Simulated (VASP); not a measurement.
Method: PBE GGA, VASP's PBE PAW potentials (set 64) (plane waves; VASP).

Input for VASP

### POSCAR
```
Cd31CuTe32
1
   13.2498873623     0.0000000000     0.0000000000
    0.0000000000    13.2498873623    -0.0000000000
   -0.0000000000    -0.0000000000    13.2498873623
Cd Te Cu
31 32 1
Direct
  0.5000000000   0.0000000000   0.0000000000
  0.7500000000   0.2500000000   0.0000000000
  0.7500000000   0.0000000000   0.2500000000
  0.0000000000   0.0000000000   0.0000000000
  0.2500000000   0.2500000000   0.0000000000
  0.5000000000   0.5000000000   0.0000000000
  0.7500000000   0.7500000000   0.0000000000
  0.2500000000   0.0000000000   0.2500000000
  0.5000000000   0.2500000000   0.2500000000
  0.7500000000   0.5000000000   0.2500000000
  0.5000000000   0.0000000000   0.5000000000
  0.7500000000   0.2500000000   0.5000000000
  0.7500000000   0.0000000000   0.7500000000
  0.0000000000   0.5000000000   0.0000000000
  0.2500000000   0.7500000000   0.0000000000
  0.0000000000   0.2500000000   0.2500000000
  0.2500000000   0.5000000000   0.2500000000
  0.5000000000   0.7500000000   0.2500000000
  0.0000000000   0.0000000000   0.5000000000
  0.2500000000   0.2500000000   0.5000000000
  0.7500000000   0.7500000000   0.5000000000
  0.2500000000   0.0000000000   0.7500000000
  0.5000000000   0.2500000000   0.7500000000
  0.7500000000   0.5000000000   0.7500000000
  0.0000000000   0.7500000000   0.2500000000
  0.0000000000   0.5000000000   0.5000000000
  0.2500000000   0.7500000000   0.5000000000
  0.0000000000   0.2500000000   0.7500000000
  0.2500000000   0.5000000000   0.7500000000
  0.5000000000   0.7500000000   0.7500000000
  0.0000000000   0.7500000000   0.7500000000
  0.6250000000   0.1250000000   0.1250000000
  0.8750000000   0.3750000000   0.1250000000
  0.8750000000   0.1250000000   0.3750000000
  0.1250000000   0.1250000000   0.1250000000
  0.3750000000   0.3750000000   0.1250000000
  0.6250000000   0.6250000000   0.1250000000
  0.8750000000   0.8750000000   0.1250000000
  0.3750000000   0.1250000000   0.3750000000
  0.6253600000   0.3786060000   0.3780660000
  0.8750000000   0.6250000000   0.3750000000
  0.6250000000   0.1250000000   0.6250000000
  0.8750000000   0.3750000000   0.6250000000
  0.8750000000   0.1250000000   0.8750000000
  0.1250000000   0.6250000000   0.1250000000
  0.3750000000   0.8750000000   0.1250000000
  0.1250000000   0.3750000000   0.3750000000
  0.3758160000   0.6264730000   0.3753110000
  0.6250000000   0.8750000000   0.3750000000
  0.1250000000   0.1250000000   0.6250000000
  0.3759370000   0.3786140000   0.6262780000
  0.6231640000   0.6218400000   0.6263410000
  0.8750000000   0.8750000000   0.6250000000
  0.3750000000   0.1250000000   0.8750000000
  0.6250000000   0.3750000000   0.8750000000
  0.8750000000   0.6250000000   0.8750000000
  0.1250000000   0.8750000000   0.3750000000
  0.1250000000   0.6250000000   0.6250000000
  0.3750000000   0.8750000000   0.6250000000
  0.1250000000   0.3750000000   0.8750000000
  0.3750000000   0.6250000000   0.8750000000
  0.6250000000   0.8750000000   0.8750000000
  0.1250000000   0.8750000000   0.8750000000
  0.4995900000   0.4978740000   0.5029760000
```

### KPOINTS
```
K-points
0
Gamma
  1 1 1
```

### INCAR
```
ALGO  =  Fast
EDIFF  =  1E-5
EDIFFG  =  -0.03
ENCUT  =  400
GGA  =  PE
IBRION  =  2
ISIF  =  2
ISMEAR  =  0
ISPIN  =  2
ISYM  =  0
LASPH  =  .TRUE.
LCHARG  =  .FALSE.
LMAXMIX  =  4
LORBIT  =  10
LREAL  =  Auto
LWAVE  =  .FALSE.
MAGMOM  =  64*0.0156
NELM  =  100
NELMIN  =  4
NSW  =  60
NUPDOWN  =  1
PREC  =  Normal
SIGMA  =  0.05
SYSTEM  =  Cd31CuTe32
```

POTCAR, in this order: Cd Te Cu (PBE.64 set). Program: vasp_gam.

The run wrote:

OUTCAR:
```
 ion  position               nearest neighbor table
   1  0.500  0.000  0.000-  32 2.87  46 2.87  54 2.87  62 2.87
   2  0.750  0.250  0.000-  32 2.87  33 2.87  44 2.87  55 2.87
   3  0.750  0.000  0.250-  32 2.87  34 2.87  38 2.87  49 2.87
   4  0.000  0.000  0.000-  35 2.87  38 2.87  44 2.87  63 2.87
   5  0.250  0.250  0.000-  35 2.87  36 2.87  54 2.87  60 2.87
   6  0.500  0.500  0.000-  36 2.87  37 2.87  55 2.87  61 2.87
   7  0.750  0.750  0.000-  37 2.87  38 2.87  56 2.87  62 2.87
   8  0.250  0.000  0.250-  35 2.87  39 2.87  46 2.87  57 2.87
   9  0.500  0.250  0.250-  32 2.87  36 2.87  39 2.87  40 2.92
  10  0.750  0.500  0.250-  40 2.86  37 2.87  33 2.87  41 2.87
  11  0.500  0.000  0.500-  39 2.87  42 2.87  49 2.87  59 2.87
  12  0.750  0.250  0.500-  34 2.87  42 2.87  43 2.87  40 2.87
  13  0.750  0.000  0.750-  42 2.87  44 2.87  53 2.87  62 2.87
  14  0.000  0.500  0.000-  33 2.87  45 2.87  56 2.87  60 2.87
  15  0.250  0.750  0.000-  45 2.87  46 2.87  61 2.87  63 2.87
  16  0.000  0.250  0.250-  33 2.87  34 2.87  35 2.87  47 2.87
  17  0.250  0.500  0.250-  36 2.87  45 2.87  47 2.87  48 2.89
  18  0.500  0.750  0.250-  48 2.85  46 2.87  37 2.87  49 2.87
  19  0.000  0.000  0.500-  34 2.87  50 2.87  53 2.87  57 2.87
  20  0.250  0.250  0.500-  39 2.87  47 2.87  50 2.87  51 2.91
  21  0.750  0.750  0.500-  41 2.87  49 2.87  53 2.87  52 2.92
  22  0.250  0.000  0.750-  50 2.87  54 2.87  59 2.87  63 2.87
  23  0.500  0.250  0.750-  42 2.87  54 2.87  55 2.87  51 2.88
  24  0.750  0.500  0.750-  52 2.85  43 2.87  55 2.87  56 2.87
...
```

OSZICAR:
```
...
   5 F= -.15340660E+03 E0= -.15338745E+03  d E =-.278747E+00  mag=     1.0000
       N       E                     dE             d eps       ncg     rms          rms(c)
DAV:   1    -0.153405938381E+03    0.66668E-03   -0.88560E-01  1488   0.140E+00    0.199E-01
RMM:   2    -0.153407057264E+03   -0.11189E-02   -0.12725E-02  1587   0.194E-01    0.782E-02
RMM:   3    -0.153407331823E+03   -0.27456E-03   -0.30933E-03  1676   0.983E-02    0.118E-01
RMM:   4    -0.153407296207E+03    0.35617E-04   -0.77500E-04  1217   0.501E-02    0.601E-02
RMM:   5    -0.153407291661E+03    0.45460E-05   -0.15005E-04  1031   0.170E-02    0.299E-02
RMM:   6    -0.153407291442E+03    0.21828E-06   -0.50394E-05  1012   0.130E-02
   6 F= -.15340729E+03 E0= -.15338819E+03  d E =-.279439E+00  mag=     1.0000
       N       E                     dE             d eps       ncg     rms          rms(c)
DAV:   1    -0.153425105226E+03   -0.17814E-01   -0.29427E+01  1416   0.843E+00    0.104E+00
RMM:   2    -0.153445604714E+03   -0.20499E-01   -0.23741E-01  1482   0.953E-01    0.364E-01
RMM:   3    -0.153451043001E+03   -0.54383E-02   -0.63822E-02  1839   0.537E-01    0.582E-01
RMM:   4    -0.153449160740E+03    0.18823E-02   -0.13631E-02  1552   0.214E-01    0.271E-01
RMM:   5    -0.153449025436E+03    0.13530E-03   -0.17831E-03  1596   0.643E-02    0.182E-01
RMM:   6    -0.153448958493E+03    0.66943E-04   -0.96103E-04  1586   0.545E-02    0.512E-02
RMM:   7    -0.153448983960E+03   -0.25466E-04   -0.18314E-04  1424   0.248E-02    0.589E-02
RMM:   8    -0.153448957235E+03    0.26725E-04   -0.43949E-05  1051   0.171E-02    0.265E-02
RMM:   9    -0.153448954809E+03    0.24261E-05   -0.85852E-05  1219   0.161E-02
   7 F= -.15344895E+03 E0= -.15342974E+03  d E =-.416634E-01  mag=     1.0000
       N       E                     dE             d eps       ncg     rms          rms(c)
DAV:   1    -0.153442900907E+03    0.60563E-02   -0.30720E+01  1414   0.859E+00    0.106E+00
RMM:   2    -0.153464502605E+03   -0.21602E-01   -0.24922E-01  1481   0.975E-01    0.363E-01
RMM:   3    -0.153469853649E+03   -0.53510E-02   -0.64203E-02  1826   0.552E-01    0.568E-01
RMM:   4    -0.153468065026E+03    0.17886E-02   -0.13487E-02  1551   0.217E-01    0.274E-01
RMM:   5    -0.153467936609E+03    0.12842E-03   -0.21703E-03  1598   0.685E-02    0.187E-01
RMM:   6    -0.153467871783E+03    0.64826E-04   -0.10193E-03  1579   0.565E-02    0.525E-02
RMM:   7    -0.153467896735E+03   -0.24952E-04   -0.19393E-04  1452   0.260E-02    0.565E-02
RMM:   8    -0.153467871472E+03    0.25264E-04   -0.43482E-05  1045   0.160E-02    0.261E-02
RMM:   9    -0.153467868633E+03    0.28390E-05   -0.78905E-05  1197   0.153E-02
   8 F= -.15346787E+03 E0= -.15344860E+03  d E =-.605772E-01  mag=     1.0000
       N       E                     dE             d eps       ncg     rms          rms(c)
DAV:   1    -0.153467341689E+03    0.52978E-03   -0.17167E+00  1480   0.202E+00    0.242E-01
RMM:   2    -0.153468557950E+03   -0.12163E-02   -0.13885E-02  1595   0.230E-01    0.682E-02
RMM:   3    -0.153468807603E+03   -0.24965E-03   -0.28554E-03  1749   0.116E-01    0.107E-01
RMM:   4    -0.153468768104E+03    0.39499E-04   -0.61943E-04  1336   0.509E-02    0.654E-02
RMM:   5    -0.153468760048E+03    0.80562E-05   -0.10288E-04  1029   0.178E-02    0.459E-02
RMM:   6    -0.153468754953E+03    0.50944E-05   -0.84937E-05  1232   0.178E-02
   9 F= -.15346875E+03 E0= -.15344948E+03  d E =-.614635E-01  mag=     1.0000
       N       E                     dE             d eps       ncg     rms          rms(c)
DAV:   1    -0.153471173161E+03   -0.24131E-02   -0.19542E+01  1414   0.676E+00    0.722E-01
RMM:   2    -0.153480880148E+03   -0.97070E-02   -0.11689E-01  1550   0.686E-01    0.188E-01
RMM:   3    -0.153483074215E+03   -0.21941E-02   -0.23437E-02  1879   0.298E-01    0.214E-01
RMM:   4    -0.153482962372E+03    0.11184E-03   -0.16778E-03  1476   0.946E-02    0.170E-01
RMM:   5    -0.153482800055E+03    0.16232E-03   -0.57519E-04  1461   0.556E-02    0.103E-01
RMM:   6    -0.153482801561E+03   -0.15057E-05   -0.85152E-04  1662   0.514E-02    0.499E-02
RMM:   7    -0.153482808051E+03   -0.64902E-05   -0.76016E-05  1128   0.171E-02
  10 F= -.15348281E+03 E0= -.15346353E+03  d E =-.140531E-01  mag=     1.0000
       N       E                     dE             d eps       ncg     rms          rms(c)
DAV:   1    -0.153479742580E+03    0.30590E-02   -0.92890E+00  1448   0.466E+00    0.504E-01
RMM:   2    -0.153484374643E+03   -0.46321E-02   -0.55967E-02  1525   0.469E-01    0.134E-01
RMM:   3    -0.153485414245E+03   -0.10396E-02   -0.10995E-02  1860   0.210E-01    0.152E-01
RMM:   4    -0.153485364214E+03    0.50031E-04   -0.11116E-03  1471   0.723E-02    0.122E-01
RMM:   5    -0.153485291109E+03    0.73106E-04   -0.31210E-04  1405   0.368E-02    0.748E-02
RMM:   6    -0.153485294545E+03   -0.34360E-05   -0.39335E-04  1584   0.346E-02    0.379E-02
RMM:   7    -0.153485295284E+03   -0.73993E-06   -0.33108E-05   918   0.136E-02
  11 F= -.15348530E+03 E0= -.15346602E+03  d E =-.165403E-01  mag=     1.0000
       N       E                     dE             d eps       ncg     rms          rms(c)
DAV:   1    -0.153485467241E+03   -0.17270E-03   -0.56369E+00  1416   0.369E+00    0.406E-01
RMM:   2    -0.153488689698E+03   -0.32225E-02   -0.37658E-02  1508   0.374E-01    0.101E-01
RMM:   3    -0.153489377708E+03   -0.68801E-03   -0.72762E-03  1833   0.176E-01    0.127E-01
RMM:   4    -0.153489361518E+03    0.16190E-04   -0.87162E-04  1489   0.617E-02    0.105E-01
RMM:   5    -0.153489308023E+03    0.53495E-04   -0.21664E-04  1408   0.288E-02    0.549E-02
RMM:   6    -0.153489316789E+03   -0.87661E-05   -0.21347E-04  1523   0.280E-02    0.297E-02
RMM:   7    -0.153489313441E+03    0.33487E-05   -0.17468E-05   843   0.121E-02
  12 F= -.15348931E+03 E0= -.15347004E+03  d E =-.401816E-02  mag=     1.0000
       N       E                     dE             d eps       ncg     rms          rms(c)
DAV:   1    -0.153486083014E+03    0.32338E-02   -0.60951E+00  1416   0.384E+00    0.418E-01
RMM:   2    -0.153489636141E+03   -0.35531E-02   -0.41217E-02  1511   0.388E-01    0.102E-01
RMM:   3    -0.153490305079E+03   -0.66894E-03   -0.71796E-03  1795   0.169E-01    0.124E-01
RMM:   4    -0.153490306465E+03   -0.13860E-05   -0.90383E-04  1524   0.666E-02    0.108E-01
RMM:   5    -0.153490249153E+03    0.57312E-04   -0.21550E-04  1415   0.302E-02    0.554E-02
RMM:   6    -0.153490256532E+03   -0.73793E-05   -0.20909E-04  1493   0.270E-02    0.278E-02
RMM:   7    -0.153490254480E+03    0.20521E-05   -0.18394E-05   848   0.118E-02
  13 F= -.15349025E+03 E0= -.15347098E+03  d E =-.495920E-02  mag=     1.0000
       N       E                     dE             d eps       ncg     rms          rms(c)
DAV:   1    -0.153490113485E+03    0.14305E-03   -0.40970E-01  1448   0.996E-01    0.107E-01
RMM:   2    -0.153490344009E+03   -0.23052E-03   -0.26851E-03  1628   0.103E-01    0.271E-02
RMM:   3    -0.153490390551E+03   -0.46542E-04   -0.49852E-04  1616   0.472E-02    0.325E-02
RMM:   4    -0.153490389080E+03    0.14714E-05   -0.60108E-05   990   0.244E-02
  14 F= -.15349039E+03 E0= -.15347111E+03  d E =-.509380E-02  mag=     1.0000
       N       E                     dE             d eps       ncg     rms          rms(c)
DAV:   1    -0.153489368270E+03    0.10223E-02   -0.38430E+00  1432   0.309E+00    0.363E-01
RMM:   2    -0.153491913198E+03   -0.25449E-02   -0.29327E-02  1484   0.331E-01    0.957E-02
RMM:   3    -0.153492502890E+03   -0.58969E-03   -0.62673E-03  1838   0.173E-01    0.150E-01
RMM:   4    -0.153492416144E+03    0.86746E-04   -0.99966E-04  1476   0.645E-02    0.933E-02
RMM:   5    -0.153492396099E+03    0.20045E-04   -0.20458E-04  1300   0.234E-02    0.588E-02
RMM:   6    -0.153492395626E+03    0.47257E-06   -0.13109E-04  1364   0.225E-02    0.204E-02
RMM:   7    -0.153492397711E+03   -0.20850E-05   -0.17713E-05   834   0.143E-02
  15 F= -.15349240E+03 E0= -.15347312E+03  d E =-.200863E-02  mag=     1.0000
```

OUTCAR:
```
------------------------ aborting loop because EDIFF is reached ----------------------------------------
  FORCE on cell =-STRESS in cart. coord.  units (eV):
  Direction    XX          YY          ZZ          XY          YZ          ZX
  --------------------------------------------------------------------------------------
  Total       -7.4702614     -7.5042701     -7.4440891     -0.0384418     -0.0196772     -0.0367214
  in kB       -5.1452896     -5.1687137     -5.1272629     -0.0264775     -0.0135531     -0.0252926
  external PRESSURE =      -5.1470887 kB  Pullay stress =       0.0000000 kB
  volume of cell :     2326.14
      direct lattice vectors                 reciprocal lattice vectors
    13.249887362  0.000000000  0.000000000     0.075472340  0.000000000  0.000000000
     0.000000000 13.249887362  0.000000000     0.000000000  0.075472340  0.000000000
     0.000000000  0.000000000 13.249887362     0.000000000  0.000000000  0.075472340
  FREE ENERGIE OF THE ION-ELECTRON SYSTEM (eV)
  ---------------------------------------------------
  free  energy   TOTEN  =      -153.4923977114 eV

  energy  without entropy=     -153.4538393434  energy(sigma->0) =     -153.47311853

 total charge

# of ion       s       p       d       tot
------------------------------------------
    1        0.452   0.276   9.532  10.259
    2        0.453   0.282   9.531  10.265
    3        0.453   0.281   9.531  10.265
    4        0.453   0.283   9.531  10.267
    5        0.453   0.282   9.531  10.265
    6        0.453   0.284   9.531  10.268
    7        0.453   0.281   9.531  10.265
    8        0.453   0.281   9.531  10.265
    9        0.454   0.280   9.530  10.264
   10        0.454   0.280   9.531  10.264
   11        0.453   0.284   9.531  10.268
   12        0.454   0.280   9.531  10.264
   13        0.453   0.281   9.531  10.265
   14        0.452   0.275   9.532  10.259
   15        0.453   0.281   9.531  10.265
   16        0.453   0.281   9.531  10.265
   17        0.454   0.280   9.530  10.264
   18        0.454   0.280   9.531  10.264
   19        0.452   0.275   9.532  10.259
   20        0.454   0.280   9.531  10.264
   21        0.454   0.280   9.530  10.265
   22        0.453   0.281   9.531  10.265
   23        0.454   0.280   9.531  10.264
   24        0.454   0.280   9.530  10.264
   25        0.453   0.281   9.531  10.265
   26        0.453   0.284   9.531  10.268
   27        0.454   0.280   9.531  10.264
   28        0.453   0.281   9.531  10.265
   29        0.454   0.279   9.531  10.264
   30        0.454   0.279   9.531  10.264
   31        0.453   0.281   9.531  10.265
   32        1.348   2.037   0.016   3.401
   33        1.348   2.037   0.016   3.402
   34        1.348   2.037   0.016   3.401
   35        1.347   2.042   0.017   3.406
   36        1.347   2.041   0.017   3.406
   37        1.347   2.042   0.017   3.406
   38        1.348   2.041   0.017   3.405
   39        1.347   2.042   0.017   3.406
   40        1.347   2.025   0.023   3.395
   41        1.347   2.042   0.017   3.406
   42        1.347   2.042   0.017   3.406
   43        1.347   2.042   0.017   3.406
   44        1.348   2.041   0.017   3.405
   45        1.348   2.037   0.016   3.401
   46        1.348   2.037   0.016   3.401
   47        1.347   2.042   0.017   3.406
   48        1.348   2.025   0.023   3.396
   49        1.347   2.042   0.017   3.406
   50        1.348   2.037   0.016   3.401
   51        1.347   2.025   0.023   3.395
   52        1.347   2.024   0.023   3.395
   53        1.348   2.037   0.016   3.401
   54        1.348   2.037   0.016   3.401
   55        1.347   2.042   0.017   3.406
   56        1.348   2.037   0.016   3.401
   57        1.348   2.037   0.016   3.401
   58        1.347   2.042   0.017   3.406
   59        1.347   2.042   0.017   3.406
   60        1.348   2.037   0.016   3.402
   61        1.347   2.042   0.017   3.406
   62        1.348   2.037   0.016   3.401
   63        1.348   2.041   0.017   3.405
   64        0.356   0.285   9.233   9.873
--------------------------------------------------
tot         57.531  74.189 305.242 436.962

 magnetization (x)

# of ion       s       p       d       tot
------------------------------------------
    1       -0.001   0.000   0.002   0.001
    2       -0.000   0.000   0.001   0.001
    3       -0.000   0.000   0.001   0.001
    4       -0.000   0.000   0.001   0.001
    5       -0.000   0.000   0.001   0.001
    6       -0.000  -0.000   0.001   0.001
    7       -0.000   0.000   0.001   0.001
    8       -0.000   0.000   0.001   0.001
    9       -0.001   0.001   0.002   0.002
   10       -0.001   0.000   0.002   0.002
   11       -0.000  -0.000   0.001   0.001
   12       -0.001   0.001   0.002   0.002
   13       -0.000   0.000   0.001   0.001
   14       -0.001   0.000   0.002   0.001
   15       -0.000   0.000   0.001   0.001
   16       -0.000   0.000   0.001   0.001
   17       -0.001   0.001   0.002   0.002
...
```
(Selected blocks of OUTCAR.)

### CONTCAR
```
Cd31CuTe32
   1.00000000000000
    13.2498873623000009    0.0000000000000000    0.0000000000000000
     0.0000000000000000   13.2498873623000009    0.0000000000000000
     0.0000000000000000    0.0000000000000000   13.2498873623000009
  Cd              Te              Cu
    31    32     1
Direct
     0.5001468369121708    0.0001918283561470    0.0000908743572069
     0.7494659221871565    0.2504118439400170    0.0001005235272229
     0.7494710856195185    0.9998014970611671    0.2506219014058439
     0.0000959149760016    0.0000869402187006    0.0000975777920286
     0.2505286265417825    0.2504875653636612    0.0002752785440564
     0.5000784126690230    0.5000570336041711    0.0001102752716236
     0.7494892488715690    0.7495509470679409    0.0001348484599235
     0.2505581317041387    0.0002922452746913    0.2505471916108258
     0.5021875363436651    0.2549725285993564    0.2549663573035695
     0.7452276170531071    0.4979830715522590    0.2549288452817976
     0.4999546844485994    0.9999949699380083    0.4998569446875671
     0.7451860238872925    0.2548282343554179    0.4978901654055923
     0.7494186689645329    0.0002382839128034    0.7494488701033724
     0.9999324243326057    0.4999129929856207    0.0003987679713532
     0.2505281950001386    0.7496090749308860    0.0000860839219334
     0.0001865893898964    0.2504946081288384    0.2505554322201882
     0.2550234670756565    0.5025825879053661    0.2549911591770064
     0.4978099607252635    0.7451960370559371    0.2548610660446946
     0.9997622631487711    0.0000269876844967    0.4999613825747373
     0.2548479180587254    0.2548961349387460    0.5022102104300625
     0.7450320264254932    0.7450775388443281    0.5022135364606768
     0.2505503434603312    0.9998890755583908    0.7494845201097882
     0.4980274363762542    0.2546571307621712    0.7455537072673999
     0.7457329508046383    0.5019741536335436    0.7457713280934732
     0.9998627954055038    0.7497715175558536    0.2505995967613049
     0.0000537801182204    0.4999154178975265    0.4998901108418654
     0.2548038306165146    0.7452880872305855    0.4977907050988550
     0.9999996062972737    0.2503739811006506    0.7494284892179358
     0.2541720118511019    0.4980816913944802    0.7457632345702540
     0.5020286879340249    0.7454084694843495    0.7455197439605720
     0.0000410531085365    0.7496555341023758    0.7493674602893355
     0.6241698198601667    0.1265568162713429    0.1267685293536501
     0.8734493244276218    0.3757297314052624    0.1266978067865805
     0.8734498901613859    0.1265741494526851    0.3757767043176026
     0.1251054428282463    0.1251650051768865    0.1251459754405088
     0.3753897176905274    0.3754992303489830    0.1261196787598530
     0.6246435774439913    0.6247576453999858    0.1260827336289431
     0.8748263843344873    0.8749189423596848    0.1251776200366277
     0.3753819763706124    0.1261577029171610    0.3754078841128232
     0.6150962551954704    0.3851861791146912    0.3851017391109560
     0.8740551667842233    0.6248059665649021    0.3755011268435713
     0.6245816723331790    0.1260986301958004    0.6245156470248276
     0.8741863009026563    0.3753892534620308    0.6247679108970995
     0.8748302131824579    0.1251732889974672    0.8749078920720880
     0.1264329688038542    0.6243246399270124    0.1267099358152994
     0.3759213593047492    0.8737891760038308    0.1265369627998201
     0.1261209724244593    0.3754841951289623    0.3753420521120546
     0.3850815489216743    0.6150565172053488    0.3851913551112719
     0.6246022340520363    0.8738496257943271    0.3755442211311453
     0.1264279409473482    0.1263034782825499    0.6241104597523098
     0.3845766310074846    0.3848337906765824    0.6158160801579026
     0.6152299282521467    0.6149614487141613    0.6156781264325228
     0.8732799988036977    0.8735172537332356    0.6241811423457264
     0.3757417689142817    0.1264498029181873    0.8737290488539444
     0.6247847361873762    0.3753258457248316    0.8743251987306996
     0.8737942899540386    0.6243077624683744    0.8738249040060774
     0.1264260269756687    0.8738029153236608    0.3758893304819656
     0.1259120461221760    0.6247880128701144    0.6245725621235972
     0.3754282114428987    0.8739817869741179    0.6246246583572930
     0.1262355676526751    0.3756795204270918    0.8739527630116943
     0.3752660242210352    0.6247560379792653    0.8743354355490369
     0.6242496104751591    0.8737949338525962    0.8736524089421429
     0.1251682031451440    0.8748799925154783    0.8748578416122611
     0.4998171405695635    0.4997997113748960    0.5006100755260298
```

The supercell is sampled at Γ alone, which is coarse: total energies, pressure and levels can be off, energies of defects by several tenths of an eV.

The cell is a supercell with a defect, built from CdTe (zinc blende): Cu_Cd.
